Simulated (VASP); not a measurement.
Consider the following.

```xyz
5
Lattice="4.1584 0.0000 0.0000 0.0000 4.1584 0.0000 0.0000 0.0000 4.1584" Properties=species:S:1:pos:R:3 pbc="T T T"
K      0.0000     0.0000     0.0000
Zn     2.0792     2.0792     2.0792
F      2.0792     0.0000     2.0792
F      0.0000     2.0792     2.0792
F      2.0792     2.0792     0.0000
```

Method: optB86b-vdW, VASP's PBE PAW potentials (set 64) (plane waves; VASP). Run with 520 eV cut-off, 6×6×6 Γ-centred mesh, Gaussian smearing of 0.050 eV, potentials K_sv Zn F.

Question: Estimate the energy per atom (σ→0), pressure, band gap (on the k-mesh) with the smallest direct gap where there is one.

Answer: 
```yaml
band gap (on the k-mesh): 3.62 eV
smallest direct gap (on the k-mesh): 5.03 eV
energy per atom (σ→0): -1.932 eV/atom
pressure: -3.99 GPa
```

The compound is KZnF3 in the cubic perovskite structure. This cell is one point of a volume scan, at 1.06 of the reference volume.
